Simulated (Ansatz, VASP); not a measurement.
# H2C4SCl2O2 (H2C4SCl2O2 (C2/c)) in two plane-wave programs

Wanted: the spread between two codes on one cell, functional and k mesh. Of the first pair: The structure shown is the start of the Ansatz relaxation below; VASP solves that cell, so the two are compared at the walk's first step.

Calculated with Ansatz 0.2.0; plane waves, with VASP 6.6.1 beside it; single point at PBE with D3(BJ).

## 1. Starting point

The cell holds 176 atoms: 32 H, 64 C, 16 S, 32 Cl and 32 O. Cell: a = 15.697 Å, b = 10.497 Å, c = 17.394 Å, α = 90.0°, β = 91.2°, γ = 90.0°. It derives from H2C4SCl2O2 (C2/c), repeated 2×1×2. As first built, before any earlier steps moved the atoms (in the runner's words): H2C4SCl2O2, space group C2/c, measured structure (Crystallography Open Database), 2 x 1 x 2 conventional cells; every coordinate displaced by a Gaussian of 0.01 A; bonds to H set to neutron lengths (C-H 1.089, N-H 1.015, O-H 0.983, B-H 1.19 A) where the measured ones are shorter.

## 2. Ansatz: relaxation, PBE with D3(BJ)

Ansatz runs on its default PAW (the set named soft_2) files.

The two programs are compared at the cell with which this relaxation starts, whose forces are those of its first step.

The input, input.yaml:

```yaml
crystal:
  lattice:
    - [15.69654, 0.00072, -0.11667]
    - [0.0005, 10.49745, 0.00087]
    - [-0.22129, 0.00143, 17.39268]
  atoms:
    - { symbol: H, position: [0.32381, 0.33348, 0.08648] }
    - { symbol: H, position: [0.17695, 0.33319, 0.16335] }
    - { symbol: H, position: [0.07374, 0.8336, 0.08646] }
    - { symbol: H, position: [0.42629, 0.8335, 0.16348] }
    - { symbol: H, position: [0.17655, 0.66672, 0.41343] }
    - { symbol: H, position: [0.32346, 0.66679, 0.33663] }
    - { symbol: H, position: [0.42665, 0.16665, 0.41343] }
    - { symbol: H, position: [0.07352, 0.16652, 0.33656] }
    - { symbol: C, position: [0.07237, 0.0415, 0.0877] }
    - { symbol: C, position: [0.42778, 0.04139, 0.16226] }
    - { symbol: C, position: [0.32238, 0.54137, 0.08771] }
    - { symbol: C, position: [0.17801, 0.5411, 0.16211] }
    - { symbol: C, position: [0.4279, 0.95875, 0.41222] }
    - { symbol: C, position: [0.07224, 0.95861, 0.33777] }
    - { symbol: C, position: [0.17787, 0.45883, 0.41227] }
    - { symbol: C, position: [0.32224, 0.45888, 0.33785] }
    - { symbol: C, position: [0.04133, 0.92267, 0.10369] }
    - { symbol: C, position: [0.45874, 0.92253, 0.14625] }
    - { symbol: C, position: [0.29139, 0.42252, 0.10373] }
    - { symbol: C, position: [0.20921, 0.42237, 0.14611] }
    - { symbol: C, position: [0.459, 0.07753, 0.3962] }
    - { symbol: C, position: [0.04116, 0.07741, 0.35378] }
    - { symbol: C, position: [0.20894, 0.57763, 0.39623] }
    - { symbol: C, position: [0.29112, 0.57766, 0.35386] }
    - { symbol: S, position: [0.2501, 0.66341, 0.12491] }
    - { symbol: S, position: [0.00015, 0.16359, 0.12495] }
    - { symbol: S, position: [0.25009, 0.33667, 0.37508] }
    - { symbol: S, position: [3.0e-05, 0.83644, 0.37495] }
    - { symbol: Cl, position: [0.16294, 0.08929, 0.04099] }
    - { symbol: Cl, position: [0.33728, 0.0893, 0.20903] }
[... 140 atom lines left out ...]
    - { symbol: O, position: [0.95828, 0.23588, 0.56138] }
    - { symbol: O, position: [0.54174, 0.23583, 0.68869] }
    - { symbol: O, position: [0.79175, 0.26404, 0.93869] }
    - { symbol: O, position: [0.70845, 0.26404, 0.8114] }
    - { symbol: O, position: [0.5417, 0.76411, 0.93863] }
    - { symbol: O, position: [0.9583, 0.76428, 0.81139] }
kpoints:
  mp_grid: { grid: [1, 1, 1] }
hamiltonian:
  xc: pbe
  dispersion: d3bj
scf:
  occupations: { method: fixed }
output:
  forces: true
  eigenvalues: true
  stress: true
relax:
  f_tol: 0.05
  max_steps: 70
```

The run is started by

```
$ ansatz run input.yaml --threads 4 --pin off --max-ram 8192MiB --backend cpu --events-out ev --progress --plain --runs-dir out
```

Numbers of over 12 decimals in the logs are rounded to 6 here.

The log of the run:

```text
Warning: output.stress: scf.convergence.dr2_threshold = 1e-7 eV (the SCF's general default) is looser than the 1.08e-8 eV advised for a printed stress (1e-10 eV for each atom of the cell: 176, of which 108 are counted). What an SCF threshold leaves in a stress goes as its square root, and in the free energy as the threshold itself, and one threshold admits the most on a small cell: [figures from the program's tests c [...]
Engine: ansatz 0.2.0, aarch64-unknown-linux-gnu
Pseudopotentials: kind: paw
Pseudopotential: H, paw, valence charge 1, recommended cutoff 420 eV (normal), H.paw.azcp
Pseudopotential: C, paw, valence charge 4, recommended cutoff 420 eV (normal), C.paw.azcp
Pseudopotential: S, paw, valence charge 6, recommended cutoff 420 eV (normal), S.paw.azcp
Pseudopotential: Cl, paw, valence charge 7, recommended cutoff 420 eV (normal), Cl.paw.azcp
Pseudopotential: O, paw, valence charge 6, recommended cutoff 420 eV (normal), O.paw.azcp
Functional definition: PBE
  parameter kappa = 0.804
  parameter beta = 0.066725
  exchange = pbe_x(kappa = kappa, mu = beta*pi^2/3)
  correlation = pbe_c(beta = beta)
Crystal: 176 atoms, lattice volume = 2865.584 Å³
Basis set: ecut = 420 eV, 56045 PW (Γ), exchange–correlation on 216×144×240 points (8 copies of the dense FFT grid, shifted against one another)
Bands: 576, of which v1, the nominal top of the filled ones, is band 400 counted from 1 (399 counted from 0)
Symmetry: 1 space group operations
Space group: P1 (ITA 1), of the structure as read, at distance tolerance 1.4e-4 Å
k-points: 1
Non-local potential: H, projectors of the file, l = 0: 2, l = 1: 1
Non-local potential: C, projectors of the file, l = 0: 2, l = 1: 2, l = 2: 1
Non-local potential: S, projectors of the file, l = 0: 2, l = 1: 2, l = 2: 2
Non-local potential: Cl, projectors of the file, l = 0: 2, l = 1: 2, l = 2: 2
Non-local potential: O, projectors of the file, l = 0: 2, l = 1: 2, l = 2: 1
PAW form: soft (Blöchl's): semilocal exchange-correlation on the pseudo side does not see the compensation charge
PAW one-centre angular grid: H, 110 points (default); XC on 64 Gauss nodes
PAW one-centre angular grid: C, 110 points (default); XC on 64 Gauss nodes
PAW one-centre angular grid: S, 110 points (default); XC on 64 Gauss nodes
PAW one-centre angular grid: Cl, 110 points (default); XC on 64 Gauss nodes
PAW one-centre angular grid: O, 110 points (default); XC on 64 Gauss nodes
Initial density: superposition of atomic densities (neutral atoms: chi_scale 0, normalization atom), corrected by the library's trained network
Initial wavefunctions: pseudopotential atomic-orbital guess
Functional: x = pbe(κ = 0.804, μ = 0.219515), c = pbe(β = 0.066725)
SCF iter   1: F=—  HF=-83666.134992 eV  |F-HF|=—  |Δ(HF+E_count)|=         —  Δρ=6.39e-3  dr2=1.30e0  ethr=1.77e-3  ⟨swp⟩=5.0  Hψ=2226  notcnv=0  defer=162
preconditioner: auto → Resta (q_TF=auto, 2.206 Å⁻¹)  ε∞=3.1  [insulator: Δε(μ)=2.238 eV  Ē_g=13.135 eV  n_scr=518 (ndim 8)  ℏωp=19.2 eV  f_vac=0.162  ε∞_Penn≈3.1]
SCF iter   2: F=—  HF=-83665.792130 eV  |F-HF|=—  |Δ(HF+E_count)|=   3.43e-1  Δρ=3.46e-3  dr2=2.14e-1  ethr=1.62e-4  ⟨swp⟩=2.0  Hψ=876  notcnv=0  defer=171
SCF iter   3: F=—  HF=-83665.796222 eV  |F-HF|=—  |Δ(HF+E_count)|=   4.09e-3  Δρ=1.62e-3  dr2=6.71e-2  ethr=2.68e-5  ⟨swp⟩=2.0  Hψ=819  notcnv=0  defer=173
SCF iter   4: F=—  HF=-83665.792549 eV  |F-HF|=—  |Δ(HF+E_count)|=   3.67e-3  Δρ=4.03e-4  dr2=3.94e-3  ethr=8.39e-6  ⟨swp⟩=2.0  Hψ=803  notcnv=0  defer=173
SCF iter   5: F=—  HF=-83665.797780 eV  |F-HF|=—  |Δ(HF+E_count)|=   5.23e-3  Δρ=1.40e-4  dr2=4.96e-4  ethr=4.93e-7  ⟨swp⟩=2.0  Hψ=816  notcnv=0  defer=173
SCF iter   6: F=—  HF=-83665.798129 eV  |F-HF|=—  |Δ(HF+E_count)|=   3.50e-4  Δρ=3.30e-5  dr2=3.43e-5  ethr=6.20e-8  ⟨swp⟩=2.0  Hψ=700  notcnv=0  defer=173
SCF iter   7: F=-83665.798166 eV  HF=-83665.798164 eV  |F-HF|=1.77e-6  |Δ(HF+E_count)|=   3.43e-5  Δρ=1.11e-5  dr2=3.70e-6  ethr=4.29e-9  ⟨swp⟩=16.0  Hψ=3774  notcnv=0
[...]
- { symbol: S, position: [3.55600646170396e-5, 0.161331, 0.625050] }
    - { symbol: S, position: [0.250036, 0.338807, 0.874985] }
    - { symbol: S, position: [1.5307533760845413e-5, 0.838779, 0.874937] }
    - { symbol: Cl, position: [0.159310, 0.087802, 0.541955] }
    - { symbol: Cl, position: [0.340769, 0.087817, 0.708196] }
    - { symbol: Cl, position: [0.409310, 0.587625, 0.541865] }
    - { symbol: Cl, position: [0.090740, 0.587775, 0.708016] }
    - { symbol: Cl, position: [0.340733, 0.912369, 0.957924] }
    - { symbol: Cl, position: [0.159281, 0.912359, 0.791832] }
    - { symbol: Cl, position: [0.090733, 0.412326, 0.958047] }
    - { symbol: Cl, position: [0.409319, 0.412417, 0.791924] }
    - { symbol: O, position: [0.208673, 0.732095, 0.562708] }
    - { symbol: O, position: [0.291429, 0.732048, 0.687138] }
    - { symbol: O, position: [0.458683, 0.232131, 0.562880] }
    - { symbol: O, position: [0.041425, 0.232128, 0.687254] }
    - { symbol: O, position: [0.291438, 0.267994, 0.937193] }
    - { symbol: O, position: [0.208656, 0.268010, 0.812776] }
    - { symbol: O, position: [0.041420, 0.767951, 0.937137] }
    - { symbol: O, position: [0.458611, 0.767970, 0.812659] }
    - { symbol: H, position: [0.821926, 0.336959, 0.087165] }
    - { symbol: H, position: [0.678158, 0.336988, 0.162934] }
    - { symbol: H, position: [0.571859, 0.836908, 0.087246] }
    - { symbol: H, position: [0.928262, 0.836967, 0.162954] }
    - { symbol: H, position: [0.678174, 0.663004, 0.412828] }
    - { symbol: H, position: [0.821908, 0.662969, 0.337010] }
    - { symbol: H, position: [0.928152, 0.163031, 0.412772] }
    - { symbol: H, position: [0.571949, 0.163035, 0.337049] }
    - { symbol: C, position: [0.570604, 0.041052, 0.088209] }
    - { symbol: C, position: [0.929571, 0.041114, 0.162012] }
    - { symbol: C, position: [0.820618, 0.541104, 0.088144] }
    - { symbol: C, position: [0.679538, 0.541133, 0.162002] }
    - { symbol: C, position: [0.929476, 0.958888, 0.411817] }
    - { symbol: C, position: [0.570600, 0.958890, 0.338020] }
    - { symbol: C, position: [0.679468, 0.458861, 0.411834] }
    - { symbol: C, position: [0.820536, 0.458824, 0.337958] }
    - { symbol: C, position: [0.540214, 0.924498, 0.104122] }
    - { symbol: C, position: [0.959935, 0.924546, 0.146093] }
    - { symbol: C, position: [0.790259, 0.424528, 0.104051] }
    - { symbol: C, position: [0.709865, 0.424545, 0.146081] }
    - { symbol: C, position: [0.959830, 0.075463, 0.395902] }
    - { symbol: C, position: [0.540256, 0.075477, 0.353920] }
    - { symbol: C, position: [0.709830, 0.575435, 0.395929] }
    - { symbol: C, position: [0.790211, 0.575414, 0.353879] }
    - { symbol: S, position: [0.750091, 0.661254, 0.125076] }
    - { symbol: S, position: [0.500104, 0.161250, 0.125126] }
    - { symbol: S, position: [0.749986, 0.338707, 0.374894] }
    - { symbol: S, position: [0.500044, 0.838769, 0.374944] }
    - { symbol: Cl, position: [0.659351, 0.087563, 0.042050] }
    - { symbol: Cl, position: [0.840826, 0.087648, 0.208168] }
    - { symbol: Cl, position: [0.909359, 0.587665, 0.041992] }
    - { symbol: Cl, position: [0.590806, 0.587720, 0.208160] }
    - { symbol: Cl, position: [0.840748, 0.912329, 0.457991] }
    - { symbol: Cl, position: [0.659338, 0.912309, 0.291870] }
    - { symbol: Cl, position: [0.590741, 0.412305, 0.458011] }
    - { symbol: Cl, position: [0.909243, 0.412222, 0.291768] }
    - { symbol: O, position: [0.708695, 0.732092, 0.062874] }
    - { symbol: O, position: [0.791499, 0.732028, 0.187278] }
    - { symbol: O, position: [0.958680, 0.232111, 0.062897] }
    - { symbol: O, position: [0.541513, 0.232017, 0.187332] }
    - { symbol: O, position: [0.791373, 0.267866, 0.437100] }
    - { symbol: O, position: [0.708582, 0.267936, 0.312688] }
    - { symbol: O, position: [0.541417, 0.767943, 0.437162] }
    - { symbol: O, position: [0.958629, 0.767948, 0.312688] }
    - { symbol: H, position: [0.821882, 0.336977, 0.587168] }
    - { symbol: H, position: [0.678139, 0.337053, 0.662974] }
    - { symbol: H, position: [0.571882, 0.836986, 0.587239] }
    - { symbol: H, position: [0.928194, 0.837035, 0.662959] }
    - { symbol: H, position: [0.678104, 0.662997, 0.912865] }
    - { symbol: H, position: [0.821856, 0.663055, 0.837076] }
    - { symbol: H, position: [0.928130, 0.163055, 0.912824] }
    - { symbol: H, position: [0.571958, 0.162996, 0.836989] }
    - { symbol: C, position: [0.570581, 0.041131, 0.588187] }
    - { symbol: C, position: [0.929509, 0.041182, 0.661988] }
    - { symbol: C, position: [0.820608, 0.541121, 0.588156] }
    - { symbol: C, position: [0.679541, 0.541197, 0.662034] }
    - { symbol: C, position: [0.929479, 0.958911, 0.911874] }
    - { symbol: C, position: [0.570577, 0.958851, 0.837942] }
    - { symbol: C, position: [0.679447, 0.458852, 0.911857] }
    - { symbol: C, position: [0.820533, 0.458909, 0.838007] }
    - { symbol: C, position: [0.540212, 0.924564, 0.604103] }
    - { symbol: C, position: [0.959864, 0.924606, 0.646076] }
    - { symbol: C, position: [0.790234, 0.424556, 0.604064] }
    - { symbol: C, position: [0.709851, 0.424599, 0.646110] }
    - { symbol: C, position: [0.959817, 0.075494, 0.895955] }
    - { symbol: C, position: [0.540248, 0.075445, 0.853845] }
    - { symbol: C, position: [0.709784, 0.575447, 0.895965] }
    - { symbol: C, position: [0.790174, 0.575479, 0.853929] }
    - { symbol: S, position: [0.750106, 0.661295, 0.625100] }
    - { symbol: S, position: [0.500054, 0.161302, 0.625097] }
    - { symbol: S, position: [0.750003, 0.338747, 0.874922] }
    - { symbol: S, position: [0.500010, 0.838745, 0.874866] }
    - { symbol: Cl, position: [0.659321, 0.087663, 0.542024] }
    - { symbol: Cl, position: [0.840782, 0.087737, 0.708165] }
    - { symbol: Cl, position: [0.909344, 0.587656, 0.541987] }
    - { symbol: Cl, position: [0.590829, 0.587814, 0.708213] }
    - { symbol: Cl, position: [0.840756, 0.912323, 0.958044] }
    - { symbol: Cl, position: [0.659314, 0.912248, 0.791797] }
    - { symbol: Cl, position: [0.590729, 0.412236, 0.958025] }
    - { symbol: Cl, position: [0.909262, 0.412367, 0.791831] }
    - { symbol: O, position: [0.708721, 0.732155, 0.562903] }
    - { symbol: O, position: [0.791529, 0.732046, 0.687305] }
    - { symbol: O, position: [0.958628, 0.232142, 0.562845] }
    - { symbol: O, position: [0.541449, 0.232085, 0.687304] }
    - { symbol: O, position: [0.791392, 0.267911, 0.937128] }
    - { symbol: O, position: [0.708630, 0.267968, 0.812703] }
    - { symbol: O, position: [0.541388, 0.767905, 0.937077] }
    - { symbol: O, position: [0.958613, 0.767997, 0.812734] }
```

## 3. VASP: single point, PBE with D3(BJ), start cell, pair 1

The same cell, functional and mesh now go to VASP, with its own data sets.

Lines of VASP's logs that name or quote its potential files are left out, and so is its time.

The input, INCAR:

```
SYSTEM = H2C4SCl2O2
PREC = Accurate
ENCUT = 520
EDIFF = 1E-06
NELM = 120
ISMEAR = 0
SIGMA = 0.01
LREAL = Auto
ALGO = Normal
GGA = PE
IVDW = 12
NBANDS = 523
LORBIT = 11
LWAVE = .FALSE.
LCHARG = .FALSE.
ISIF = 2
LASPH = .TRUE.
GGA_COMPAT = .FALSE.
EFERMI = MIDGAP
```

The input, POSCAR:

```
H2C4SCl2O2
1.0
   15.6965400000      0.0007200000     -0.1166700000
    0.0005000000     10.4974500000      0.0008700000
   -0.2212900000      0.0014300000     17.3926800000
H C S Cl O
32 64 16 32 32
Direct
    0.3238083065      0.3334755768      0.0864782536
    0.1769485902      0.3331893945      0.1633477254
    0.0737370156      0.8336046631      0.0864603765
    0.4262887974      0.8335033079      0.1634773920
    0.1765519081      0.6667220783      0.4134278480
    0.3234572043      0.6667891472      0.3366276874
    0.4266484397      0.1666501493      0.4134286428
    0.0735189725      0.1665228974      0.3365572519
    0.3233417675      0.3333312685      0.5866223196
    0.1764299296      0.3335118808      0.6634109249
    0.0735099961      0.8334889415      0.5864220624
    0.4264309915      0.8335495078      0.6634185482
    0.1764073125      0.6665873026      0.9133613400
    0.3233319626      0.6667686813      0.8365785521
    0.4266693349      0.1666487295      0.9133517392
    0.0735299575      0.1666643427      0.8366815087
    0.8233977243      0.3334793999      0.0865925024
    0.6765119414      0.3336028482      0.1634215321
    0.5731614405      0.8331226591      0.0866195393
    0.9268225365      0.8333928004      0.1632415093
    0.6766498314      0.6665163030      0.4134592752
    0.8235029405      0.6665738612      0.3365725218
    0.9266500588      0.1665396491      0.4134076734
    0.5735210712      0.1666219671      0.3365707724
    0.8232671686      0.3333446107      0.5866180813
    0.6764077617      0.3335156792      0.6635105306
    0.5733298427      0.8333879510      0.5866126063
    0.9266801269      0.8333437385      0.6633302494
    0.6765008097      0.6663910350      0.9135307261
    0.8233802114      0.6665628970      0.8367016388
[... 140 atom lines left out ...]
    0.9582818746      0.2358770239      0.5613797030
    0.5417424949      0.2358310938      0.6886920201
    0.7917471492      0.2640438978      0.9386904963
    0.7084505723      0.2640383725      0.8114002681
    0.5417007788      0.7641063050      0.9386325430
    0.9582984701      0.7642760611      0.8113896054
```

The input, KPOINTS:

```
Automatic mesh
0
Gamma
1 1 1
0 0 0
```

The projector-augmented-wave data sets are H, C, S, Cl and O (PBE family, release 64).

The run is started by

```
$ export OMP_NUM_THREADS=3
$ mpirun -np 1 vasp_gam
```

The log of the run:

```text
[banner, memory and clock lines left out]
running    1 mpi-ranks, on    1 nodes
[...]
Offloading initialized ...    1 GPUs detected
[...]
LDA part: xc-table for (Slater+PW92), standard interpolation
 POSCAR, INCAR and KPOINTS ok, starting setup
[...]
entering main loop
       N       E                     dE             d eps       ncg     rms          rms(c)
DAV:   1     0.830539383314E+04    0.83054E+04   -0.41440E+05  1062   0.143E+03
DAV:   2     0.260740969309E+02   -0.82793E+04   -0.79222E+04  1572   0.325E+02
DAV:   3    -0.107180784996E+04   -0.10979E+04   -0.10845E+04  1220   0.130E+02
DAV:   4    -0.110843809581E+04   -0.36630E+02   -0.36366E+02  1276   0.250E+01
[...]
DAV:  16    -0.100793976094E+04   -0.31279E-05   -0.55168E-06  1204   0.380E-03    0.795E-03
DAV:  17    -0.100793976314E+04   -0.21967E-05   -0.17731E-06   700   0.209E-03    0.389E-03
DAV:  18    -0.100793976356E+04   -0.42483E-06   -0.69309E-07   604   0.147E-03
   1 F= -.10255063E+04 E0= -.10255063E+04  d E =0.000000E+00
```

OUTCAR, selected parts (step 3):

```text
  FREE ENERGIE OF THE ION-ELECTRON SYSTEM (eV)
  ---------------------------------------------------
  free  energy   TOTEN  =     -1025.5063265770 eV

  energy  without entropy=    -1025.5063265770  energy(sigma->0) =    -1025.50632658
```

The run ends at a pressure of -5.63 GPa, with forces up to 1.6 eV/Å.

## 4. Side by side

Known differences besides the potentials themselves: fixed occupations in Ansatz, narrow Gaussian smearing in VASP; the cutoff is 420 eV in Ansatz and 520 eV in VASP (PREC = Accurate, projectors in real space). Total energies have different zeros and are not compared.

Forces on 10 of the 176 atoms, those with the largest forces and the largest differences (eV/Å; atoms numbered as in POSCAR):

| atom | Ansatz x, y, z | VASP x, y, z |
| --- | --- | --- |
| C54 | -0.217, 0.678, 0.126 | -0.092, 0.589, 0.052 |
| C81 | -0.215, -0.675, 0.122 | -0.088, -0.587, 0.049 |
| C85 | 0.217, 0.675, -0.125 | 0.092, 0.587, -0.050 |
| O148 | -0.627, -0.767, -1.098 | -0.683, -0.822, -1.193 |
| O150 | 0.628, 0.768, 1.097 | 0.682, 0.823, 1.193 |
| O154 | -0.629, -0.768, -1.100 | -0.682, -0.823, -1.193 |
| O157 | -0.629, 0.766, -1.098 | -0.683, 0.822, -1.193 |
| O159 | -0.628, 0.768, -1.100 | -0.682, 0.823, -1.195 |
| O161 | 0.628, -0.769, 1.099 | 0.683, -0.824, 1.194 |
| O167 | -0.627, 0.768, -1.098 | -0.682, 0.823, -1.193 |

The forces differ by 62 meV/Å r.m.s., which is 10.9 % of the r.m.s. force of 0.565 eV/Å (both taken over all components).

(Part 1 of 2 ends here.)

[Lines on the potential files, build, host, timing and source positions are cut from VASP's logs without a mark.]

[Logs are printed without paths, hosts, clocks, repeated set-up lines and the standing remarks that a program may print on its own settings, such as how far it seeks lower states.]

[Hosts, paths, dates, database ids (printed as entryN), source tags and the programs' standing remarks are cut or masked in the printed files.]
